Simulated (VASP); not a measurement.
Data:

```
Gd
1.0
    1.78149    -3.08562     0.00000
    1.78149     3.08562     0.00000
    0.00000     0.00000     5.62688
Gd
2
Direct
  0.33333   0.66667   0.25000
  0.66667   0.33333   0.75000
```

Calculation: PBEsol GGA, VASP's PBE PAW potentials (set 64) (plane waves; VASP). Run with 520 eV cut-off, 12×12×7 Γ-centred mesh, first-order Methfessel-Paxton smearing of 0.10 eV, potentials Gd_3.

The 4f electrons are frozen in the core of the lanthanide potential, so 4f levels, which can set the real gap, and their magnetism are missing.

Q: Predict the energy per atom (σ→0), band gap (on the k-mesh) with the smallest direct gap where there is one.

A: 
```json
{
  "band gap (on the k-mesh)": "none (metal, semimetal or under 0.01 eV)",
  "energy per atom (σ→0)": "-5.020 eV/atom"
}
```

The absolute energy has meaning only against runs of the same code, potentials and settings.

The compound is Gd in the hcp structure. It was relaxed first, which changed the volume by -6 %.
